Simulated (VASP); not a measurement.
All values below come from PBE GGA, VASP's PBE PAW potentials (set 64) (plane waves; VASP).

VASP ran on this input.

### INCAR
```
SYSTEM  =  SiC
PREC  =  Accurate; ENCUT  =  520; LREAL  =  F
LASPH  =  T; ICHARG  =  11
EDIFF  =  1E-7; NELM  =  100; ALGO  =  Normal
ISMEAR  =  0; SIGMA  =  0.05
GGA  =  PE
LWAVE  =  F; LCHARG  =  F; LORBIT  =  11
```

**POSCAR**
```
SiC
3.091150
  0.5000000048  -0.8660253324   0.0000000000
  0.5000000048   0.8660253324   0.0000000000
  0.0000000000   0.0000000000   1.6420615361
Si C
2 2
Direct
  0.6666670000   0.3333330000   0.4995769961
  0.3333330000   0.6666670000   0.9995769961
  0.6666670000   0.3333330000   0.8754230039
  0.3333330000   0.6666670000   0.3754230039
```

**KPOINTS**
```
k-points along high-symmetry lines
10
Line-mode
Reciprocal
  0.000000   0.000000   0.000000 ! GAMMA
  0.000000   0.500000   0.000000 ! M

  0.000000   0.500000   0.000000 ! M
 -0.333333   0.666667   0.000000 ! K

 -0.333333   0.666667   0.000000 ! K
  0.000000   0.000000   0.000000 ! GAMMA

  0.000000   0.000000   0.000000 ! GAMMA
  0.000000   0.000000   0.500000 ! A

  0.000000   0.000000   0.500000 ! A
  0.000000   0.500000   0.500000 ! L

  0.000000   0.500000   0.500000 ! L
 -0.333333   0.666667   0.500000 ! H

 -0.333333   0.666667   0.500000 ! H
  0.000000   0.000000   0.500000 ! A

  0.000000   0.500000   0.500000 ! L
  0.000000   0.500000   0.000000 ! M

 -0.333333   0.666667   0.500000 ! H
 -0.333333   0.666667   0.000000 ! K
```

POTCAR, in this order: Si C (PBE.64 set). Program: vasp_std. Read from the step before: CHGCAR.

Problem. What will the output report for the number of irreducible k-points (NKPTS), largest plane-wave count, number of space-group operations, FFT grid (NGX, NGY, NGZ)?

Solution. 
- number of irreducible k-points (NKPTS) = 90
- largest plane-wave count = 1170
- number of space-group operations = 12
- FFT grid (NGX, NGY, NGZ) = 24 × 24 × 40

The compound is SiC in the wurtzite structure, the rare 2H polytype. It was relaxed first.
